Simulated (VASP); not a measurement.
OSZICAR of a VASP run on AuAl₂ (fluorite):

File OSZICAR:
```
       N       E                     dE             d eps       ncg     rms          rms(c)
DAV:   1     0.567783483532E+02    0.56778E+02   -0.68418E+03  2360   0.110E+03
DAV:   2    -0.129321230796E+02   -0.69710E+02   -0.63870E+02  2556   0.198E+02
DAV:   3    -0.148608960849E+02   -0.19288E+01   -0.19074E+01  2844   0.319E+01
DAV:   4    -0.148773683067E+02   -0.16472E-01   -0.16466E-01  2672   0.351E+00
DAV:   5    -0.148776068602E+02   -0.23855E-03   -0.23854E-03  2920   0.449E-01    0.940E+00
DAV:   6    -0.135998124894E+02    0.12778E+01   -0.69569E+00  2588   0.295E+01    0.396E+00
DAV:   7    -0.135138278612E+02    0.85985E-01   -0.31726E-01  2420   0.670E+00    0.179E+00
DAV:   8    -0.134783734514E+02    0.35454E-01   -0.27929E-02  2700   0.123E+00    0.423E-01
DAV:   9    -0.134765807633E+02    0.17927E-02   -0.37723E-03  2636   0.720E-01    0.202E-01
DAV:  10    -0.134766408937E+02   -0.60130E-04   -0.18315E-04  2584   0.125E-01    0.382E-02
DAV:  11    -0.134766333487E+02    0.75450E-05   -0.11518E-05  2728   0.311E-02    0.125E-02
DAV:  12    -0.134766334916E+02   -0.14291E-06   -0.11676E-06  2576   0.849E-03    0.288E-03
DAV:  13    -0.134766334206E+02    0.70982E-07   -0.33365E-07  2556   0.620E-03
   1 F= -.13476633E+02 E0= -.13476389E+02  d E =-.733634E-03
```

Question: Which electronic solver shows in the log?

Answer: It is blocked Davidson (ALGO = Normal, or the opening steps of other solvers). The INCAR had ALGO = Normal.

Question: Can the final energy be trusted as converged?

Answer: The run converged. It stopped with EDIFF = 1E-7, NELM = 100 (PBEsol GGA, plane waves, VASP's PBE PAW potentials (set 64)).

The compound is AuAl2 in the fluorite structure. This cell was strained or had an atom moved on purpose. The electron count is odd and the run is not spin-polarised, which forces a metal.
